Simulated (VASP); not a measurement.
An input for Quantum ESPRESSO's pw.x (written as the equivalent of a VASP run, and not itself run):

```
&CONTROL
  calculation = 'scf'
  pseudo_dir = './pseudo'
  outdir = './out'
  tprnfor = .true.
  tstress = .true.
/
&SYSTEM
  ibrav = 0
  nat = 3
  ntyp = 2
  ecutwfc = 76
  occupations = 'tetrahedra'
  input_dft = 'pw91'
/
&ELECTRONS
  conv_thr = 7.3e-09
  electron_maxstep = 100
/
ATOMIC_SPECIES
  Al 26.982 Al.upf
  Au 196.967 Au.upf
CELL_PARAMETERS angstrom
     0.0000000    3.0317594    3.0317594
     3.0317594    0.0000000    3.0317594
     3.0317594    3.0317594    0.0000000
ATOMIC_POSITIONS crystal
  Al   0.2500000  0.2500000  0.2500000
  Al   0.7500000  0.7500000  0.7500000
  Au   0.0000000  0.0000000  0.0000000
K_POINTS automatic
  10 10 10 0 0 0
```

**Question.** Write the VASP files for the same calculation (PW91).

**Answer.** This is not unique; one that fits is 
File KPOINTS:
```
Automatic
0
Gamma
 10 10 10
0 0 0
```

### INCAR
```
LCHARG = .TRUE.
ENCUT = 520
NELM = 100
LEFG = .TRUE.
ISIF = 2
ISMEAR = -5   ! tetrahedra, Bloechl
LASPH = .TRUE.   ! aspherical one-centre terms
LORBIT = 11
EDIFF = 1E-7   ! SCF stop (eV)
LREAL = .FALSE.   ! projection in real space or not
LMAXMIX = 6   ! l cut-off of mixed one-centre charges
GGA = 91
ALGO = Normal
LWAVE = .FALSE.
SYSTEM = AuAl2
NEDOS = 601   ! DOS grid
PREC = Accurate
```

File POSCAR:
```
AuAl2
1
    0.0000000000     3.0317594264     3.0317594264
    3.0317594264     0.0000000000     3.0317594264
    3.0317594264     3.0317594264     0.0000000000
Al Au
2 1
Direct
  0.2500000000   0.2500000000   0.2500000000
  0.7500000000   0.7500000000   0.7500000000
  0.0000000000   0.0000000000   0.0000000000
```

POTCAR, in this order: Al Au (PBE.64 set). Program: vasp_std.

Limits of the translation: the potentials are each code's own (VASP's PAW set, PseudoDojo norm-conserving files in pw.x), so ENCUT and ecutwfc are chosen apart and not converted; conv_thr bounds pw.x's estimated SCF error, while EDIFF bounds the energy change between steps; the field gradients of LEFG aren't asked of the other code.

The compound is AuAl2 in the fluorite structure. It was relaxed first.
